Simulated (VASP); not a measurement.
All values below come from PBE GGA, VASP's PBE PAW potentials (set 64) (plane waves; VASP).

VASP input:

POSCAR:
```
AgCl
1
    0.0000000000     2.7985296712     2.7985296712
    2.7985296712     0.0000000000     2.7985296712
    2.7985296712     2.7985296712     0.0000000000
Ag Cl
1 1
Direct
  0.0000000000   0.0000000000   0.0000000000
  0.5000000000   0.5000000000   0.5000000000
```

INCAR:
```
# general
SYSTEM  = AgCl
PREC    = Accurate
ENCUT   = 530
LREAL   = F
LASPH   = T

# electronic loop
EDIFF   = 1E-7
NELM    = 100
ALGO    = Normal
LMAXMIX = 4

# smearing
ISMEAR  = 0
SIGMA   = 0.05

# functional
GGA     = PE

# ions
IBRION  = 6
NSW     = 1
ISIF    = 3
POTIM   = 0.015
NFREE   = 2

# output
LWAVE   = F
LCHARG  = F
```

### KPOINTS
```
Automatic
0
gamma
 7 7 7
```

POTCAR, in this order: Ag Cl (PBE.64 set). Program: vasp_std.

The resulting files:

OUTCAR:
```
 ion  position               nearest neighbor table
   1  0.000  0.000  0.000-   2 2.80   2 2.80   2 2.80   2 2.80   2 2.80   2 2.80
   2  0.500  0.500  0.500-   1 2.80   1 2.80   1 2.80   1 2.80   1 2.80   1 2.80
  LATTYP: Found a face centered cubic cell.
 ALAT       =     5.5970593424
 Subroutine PRICEL returns:
 Original cell was already a primitive cell.
 Subroutine GETGRP returns: Found 48 space group operations
The static configuration has the point symmetry O_h .
The dynamic configuration has the point symmetry O_h .
 Subroutine INISYM returns: Found 48 space group operations
 Subroutine IBZKPT returns following result:
 Found     20 irreducible k-points:

 Following reciprocal coordinates:
            Coordinates               Weight
  0.000000  0.000000  0.000000      1.000000
  0.142857  0.000000  0.000000      8.000000
  0.285714  0.000000  0.000000      8.000000
  0.428571  0.000000  0.000000      8.000000
  0.142857  0.142857  0.000000      6.000000
  0.285714  0.142857  0.000000     24.000000
  0.428571  0.142857  0.000000     24.000000
 -0.428571  0.142857  0.000000     24.000000
 -0.285714  0.142857  0.000000     24.000000
 -0.142857  0.142857  0.000000     12.000000
  0.285714  0.285714  0.000000      6.000000
  0.428571  0.285714  0.000000     24.000000
 -0.428571  0.285714  0.000000     24.000000
 -0.285714  0.285714  0.000000     12.000000
  0.428571  0.428571  0.000000      6.000000
 -0.428571  0.428571  0.000000     12.000000
  0.428571  0.285714  0.142857     24.000000
 -0.428571  0.285714  0.142857     48.000000
 -0.428571  0.428571  0.142857     24.000000
 -0.285714  0.428571  0.142857     24.000000
 Subroutine IBZKPT_HF returns following result:
   k-points           NKPTS =     20   k-points in BZ     NKDIM =     20   number of bands    NBANDS=     13
   number of dos      NEDOS =    301   number of ions     NIONS =      2
   total plane-waves  NPLWV =  27000
...
```

File OUTCAR:
```


   1 f  =    2.822646 THz    17.735210 2PiTHz   94.153350 cm-1    11.673522 meV

   2 f  =    2.822646 THz    17.735210 2PiTHz   94.153350 cm-1    11.673522 meV

   3 f  =    2.822646 THz    17.735210 2PiTHz   94.153350 cm-1    11.673522 meV

   4 f/i=    0.010425 THz     0.065503 2PiTHz    0.347744 cm-1     0.043115 meV

   5 f/i=    0.010425 THz     0.065503 2PiTHz    0.347744 cm-1     0.043115 meV

   6 f/i=    0.010425 THz     0.065503 2PiTHz    0.347744 cm-1     0.043115 meV

 ELASTIC MODULI CONTR FROM IONIC RELAXATION (kBar)
 Direction    XX          YY          ZZ          XY          YZ          ZX
 --------------------------------------------------------------------------------
 XX           0.0000      0.0000      0.0000      0.0000      0.0000      0.0000
 YY           0.0000      0.0000      0.0000      0.0000      0.0000      0.0000
 ZZ           0.0000      0.0000      0.0000      0.0000      0.0000      0.0000
 XY           0.0000      0.0000      0.0000      0.0000      0.0000      0.0000
 YZ           0.0000      0.0000      0.0000      0.0000      0.0000      0.0000
 ZX           0.0000      0.0000      0.0000      0.0000      0.0000      0.0000
 --------------------------------------------------------------------------------

 TOTAL ELASTIC MODULI (kBar)
 Direction    XX          YY          ZZ          XY          YZ          ZX
 --------------------------------------------------------------------------------
 XX         546.0238    374.8155    374.8155      0.0000     -0.0000      0.0000
 YY         374.8155    546.0238    374.8155      0.0000      0.0000      0.0000
 ZZ         374.8155    374.8155    546.0238     -0.0000     -0.0000      0.0000
 XY           0.0000      0.0000     -0.0000     62.6939      0.0000      0.0000
 YZ          -0.0000      0.0000     -0.0000      0.0000     62.6939      0.0000
 ZX           0.0000      0.0000      0.0000      0.0000      0.0000     62.6939
 --------------------------------------------------------------------------------
```
(Selected blocks of OUTCAR.)

The compound is AgCl in the rock salt structure. It was relaxed first.
